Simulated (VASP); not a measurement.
Method: PBE GGA, VASP's PBE PAW potentials (set 64) (plane waves; VASP 6.6.1).

The input files of a VASP run:

POSCAR:
```
HfB2
1
    1.5952770000    -2.7631010000     0.0000000000
    1.5952770000     2.7631010000     0.0000000000
    0.0000000000     0.0000000000     3.5360280000
Hf B
1 2
Direct
  0.0000000000   0.0000000000   0.0000000000
  0.3333330000   0.6666670000   0.5000000000
  0.6666670000   0.3333330000   0.5000000000
```

File KPOINTS_OPT:
```
k-points along high-symmetry lines
6
Line-mode
Reciprocal
  0.000000   0.000000   0.000000 ! GAMMA
  0.000000   0.500000   0.000000 ! M

  0.000000   0.500000   0.000000 ! M
 -0.333333   0.666667   0.000000 ! K

 -0.333333   0.666667   0.000000 ! K
  0.000000   0.000000   0.000000 ! GAMMA

  0.000000   0.000000   0.000000 ! GAMMA
  0.000000   0.000000   0.500000 ! A

  0.000000   0.000000   0.500000 ! A
  0.000000   0.500000   0.500000 ! L

  0.000000   0.500000   0.500000 ! L
 -0.333333   0.666667   0.500000 ! H

 -0.333333   0.666667   0.500000 ! H
  0.000000   0.000000   0.500000 ! A

  0.000000   0.500000   0.500000 ! L
  0.000000   0.500000   0.000000 ! M

 -0.333333   0.666667   0.500000 ! H
 -0.333333   0.666667   0.000000 ! K
```

**INCAR**
```
# general
SYSTEM   =  HfB2
PREC     =  Accurate
ENCUT    =  400
LREAL    =  .False.
LASPH    =  .True.

# electronic loop
EDIFF    =  1E-6
NELM     =  100   # most electronic steps
ALGO     =  Normal   # blocked Davidson
LMAXMIX  =  6

# smearing
ISMEAR   =  0
SIGMA    =  0.1

# functional
GGA      =  PE

# ions
ISIF     =  2   # forces and stress, cell fixed

# output
LWAVE    =  .False.
LCHARG   =  .False.
```

KPOINTS:
```
kpoints
0
Gamma
  10 10 8
```

POTCAR, in this order: Hf_pv B (PBE.64 set). Program: vasp_std.

At this cut-off the stress carries a Pulay error, which pulls relaxed volumes low. Unless said otherwise, spin-orbit coupling is left out, though it shifts the bands of the heavy elements here.

**Question.** Estimate the energy per atom (σ→0), pressure, band gap (over mesh and band path).

**Answer.** 
| Property | Value |
|---|---|
| energy per atom (σ→0) | -8.784 eV/atom |
| band gap (over mesh and band path) | none (metal, semimetal or under 0.01 eV) |
| pressure | -10.26 GPa |

### OSZICAR
```
...
DAV:   8    -0.263579270485E+02    0.52843E-01   -0.39670E-01  2000   0.425E+00    0.160E+00
DAV:   9    -0.263537299670E+02    0.41971E-02   -0.29589E-02  2004   0.128E+00    0.240E-01
DAV:  10    -0.263536874176E+02    0.42549E-04   -0.85534E-04  2028   0.239E-01    0.332E-01
DAV:  11    -0.263536899797E+02   -0.25621E-05   -0.98663E-05  2084   0.781E-02    0.159E-01
DAV:  12    -0.263536859820E+02    0.39977E-05   -0.10761E-05  2032   0.276E-02    0.253E-02
DAV:  13    -0.263536861703E+02   -0.18833E-06   -0.38605E-07  1244   0.620E-03
   1 F= -.26353686E+02 E0= -.26352771E+02  d E =-.183062E-02
       N       E                     dE             ncg
```

The structure is a typed HfB2 crystal (P6/mmm). The cell was not relaxed at this level.
